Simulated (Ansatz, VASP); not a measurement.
# Y2CO2 (Y2CO2 MXene monolayer): VASP beside Ansatz, part 2 of 2

Wanted: the spread between two codes on one cell, functional and k mesh. Of the first pair: The structure shown is the start of the Ansatz relaxation below; VASP solves that cell, so the two are compared at the walk's first step.

VASP 6.6.1 and Ansatz 0.2.0.

So far: The starting structure; Ansatz: relaxation, PBE; VASP: single point, PBE, start cell, pair 1.

## Step 4: Comparison

Known differences besides the potentials themselves: Ansatz cuts the interaction across the vacuum, VASP repeats the sheet with a dipole correction; the cutoff is 420 eV in Ansatz and 520 eV in VASP. Total energies have different zeros and are not compared.

Forces (eV/Å; atoms numbered as in POSCAR):

| atom | Ansatz x, y, z | VASP x, y, z |
| --- | --- | --- |
| O1 | 0.000, 0.000, 2.910 | 0.000, 0.000, 2.903 |
| O2 | 0.000, 0.000, -2.910 | 0.000, 0.000, -2.903 |
| Y3 | 0.000, 0.000, -5.303 | 0.000, 0.000, -5.284 |
| Y4 | 0.000, 0.000, 5.303 | 0.000, 0.000, 5.284 |
| C5 | 0.000, 0.000, 0.000 | 0.000, 0.000, 0.000 |

The forces differ by 7.4 meV/Å r.m.s., which is 0.3 % of the r.m.s. force of 2.201 eV/Å (both taken over all components). With vacuum in the cell, a pressure given here is an average over mostly empty space and none of the material.

## Step 5: Ansatz: relaxation, PBE

This run makes the geometry at which the two programs are then compared.

The structure compared here is the end of the Ansatz relaxation.

input.yaml

```yaml
crystal:
  lattice:
    - [3.47776, 0.0, 0.0]
    - [-1.73888, 3.0118285083, 0.0]
    - [0.0, 0.0, 21.2626329528]
  atoms:
    - { symbol: O, position: [0.3333333333, 0.6666666667, 0.3762469125] }
    - { symbol: "Y", position: [0.6666666667, 0.3333333333, 0.4354627696] }
    - { symbol: C, position: [0.0, 0.0, 0.5] }
    - { symbol: "Y", position: [0.3333333333, 0.6666666667, 0.5645372304] }
    - { symbol: O, position: [0.6666666667, 0.3333333333, 0.6237530875] }
  periodic: [true, true, false]
kpoints:
  mp_grid: { grid: [9, 9, 1] }
hamiltonian:
  xc: pbe
scf:
  occupations: { method: fermi_dirac, width: 0.05 }
relax:
  f_tol: 0.01
  max_steps: 90
  cell: {}
```

On the command line:

```console
$ ansatz run input.yaml --threads 4 --pin off --max-ram 8192MiB --backend cpu --events-out ev --progress --plain --runs-dir out
```

Numbers of over 12 decimals in the logs are rounded to 6 here.

The log of the run:

```text
[...]
Crystal: 5 atoms, lattice volume = 359.537 Å³
Basis set: ecut = 420 eV, 6997 PW (Γ), exchange–correlation on 48×48×480 points (8 copies of the dense FFT grid, shifted against one another)
Bands: 24, of which v1, the nominal top of the filled ones, is band 19 counted from 1 (18 counted from 0)
Symmetry: 12 space group operations
[...]
cell:  # Å, volume = 370.1787 Å³
    - [3.528852, 0.0, 0]
    - [-1.764426, 3.056076, 0]
    - [0, 0, 34.325266]
  atoms:
    - { symbol: O, position: [0.333333, 0.666667, 0.236171] }
    - { symbol: Y, position: [0.666667, 0.333333, 0.257859] }
    - { symbol: C, position: [0, 0, 0.309723] }
    - { symbol: Y, position: [0.333333, 0.666667, 0.361587] }
    - { symbol: O, position: [0.666667, 0.333333, 0.383274] }
[key lines of the parts left out:]
SCF converged after 7 iterations
Free energy (F): -9086.752941 eV
Fermi energy:    -5.686442 eV
P = ½ c Tr σ = 0.0073 N/m
```

## Step 6: VASP: single point, PBE, relaxed cell, pair 2

The same cell, functional, mesh and smearing now go to VASP, with its own data sets.

INCAR

```
SYSTEM = Y2CO2
PREC = Accurate
ENCUT = 520
EDIFF = 1E-06
NELM = 120
ISMEAR = -1
SIGMA = 0.05
LREAL = .FALSE.
ALGO = Normal
GGA = PE
NBANDS = 25
LASPH = .TRUE.
LORBIT = 11
LWAVE = .FALSE.
LCHARG = .FALSE.
ISIF = 2
LDIPOL = .TRUE.
IDIPOL = 3
DIPOL = 0.5 0.5 0.31
LVHAR = .TRUE.
GGA_COMPAT = .FALSE.
NELMDL = -8
KPAR = 2
```

POSCAR

```
Y2CO2
1.0
    3.5288521979      0.0000000000      0.0000000000
   -1.7644260989      3.0560756495      0.0000000000
    0.0000000000      0.0000000000     34.3252659052
O Y C
2 2 1
Direct
    0.3333333333      0.6666666667      0.2361711105
    0.6666666667      0.3333333333      0.3832744317
    0.6666666667      0.3333333333      0.2578585597
    0.3333333333      0.6666666667      0.3615869825
    0.0000000000      0.0000000000      0.3097227711
```

KPOINTS

```
Automatic mesh
0
Gamma
9 9 1
0 0 0
```

PAW data sets: O, Y_sv and C (PBE family, release 64).

On the command line:

```console
$ mpirun -np 2 vasp_std
```

The log of the run:

```text
[... set-up lines as in an earlier step ...]
 entering main loop
       N       E                     dE             d eps       ncg     rms          rms(c)
DAV:   1     0.276747825290E+03    0.27675E+03   -0.17546E+04   768   0.119E+03
DAV:   2    -0.107633123413E+01   -0.27782E+03   -0.27242E+03   788   0.289E+02
DAV:   3    -0.454976212999E+02   -0.44421E+02   -0.43968E+02   862   0.977E+01
DAV:   4    -0.479969616831E+02   -0.24993E+01   -0.24906E+01   951   0.234E+01
[...]
DAV:  27    -0.406442907143E+02   -0.19971E-05   -0.77393E-08   543   0.739E-04    0.118E-04
DAV:  28    -0.406442918842E+02   -0.11700E-05   -0.29279E-08   526   0.587E-04    0.157E-04
DAV:  29    -0.406442923104E+02   -0.42618E-06   -0.62482E-09   497   0.306E-04
   1 F= -.40644292E+02 E0= -.40624672E+02  d E =-.392400E-01
```

OUTCAR, selected parts (step 6):

```text
  Total       -0.0160032     -0.0160032     -0.0672989     -0.0000000     -0.0000000     -0.0000000
  in kB       -0.0692637     -0.0692637     -0.2912778     -0.0000000     -0.0000000     -0.0000000
  external PRESSURE =      -0.1432684 kB  Pullay stress =       0.0000000 kB

 POSITION                                       TOTAL-FORCE (eV/Angst)
 -----------------------------------------------------------------------------------
     -0.00000      2.03738      8.10664         0.000000     -0.000000     -0.001372
      1.76443      1.01869     13.15600        -0.000000      0.000000      0.001372
      1.76443      1.01869      8.85106         0.000000      0.000000      0.005976
     -0.00000      2.03738     12.41157         0.000000     -0.000000     -0.005976
      0.00000      0.00000     10.63132        -0.000000      0.000000      0.000000
 -----------------------------------------------------------------------------------
    total drift:                               -0.000000      0.000000      0.000115

  FREE ENERGIE OF THE ION-ELECTRON SYSTEM (eV)
  ---------------------------------------------------
  free  energy   TOTEN  =       -40.6442923104 eV

  energy  without entropy=      -40.6050523569  energy(sigma->0) =      -40.62467233

[... 1 part as in an earlier step ...]

[... 2 further parts left out ...]
[key lines of the parts left out:]
E-fermi :  -3.9639
```

## Step 7: Side by side

At this near-relaxed geometry the largest component of a force difference is 6 meV/Å. With vacuum in the cell, a pressure given here is an average over mostly empty space and none of the material.

## Step 8: Summary of results

```
r.m.s. force difference (single point, PBE, start cell, pair 1)   : 0.34 % of the r.m.s. force
r.m.s. force difference (single point, PBE, relaxed cell, pair 2) : 2.1 meV/Å
```

The r.m.s. force difference is 2.1 meV/Å (single point, PBE, relaxed cell, pair 2), within the 12 meV/Å picked in this series as the mark of a large difference. How closely two codes agree says nothing of how well the functional describes the real material.

[Lines on the potential files, build, host, timing and source positions are cut from VASP's logs without a mark.]

[Logs are printed without paths, hosts, clocks, repeated set-up lines and the standing remarks that a program may print on its own settings, such as how far it seeks lower states.]

[Hosts, paths, dates, database ids (printed as entryN), source tags and the programs' standing remarks are cut or masked in the printed files.]
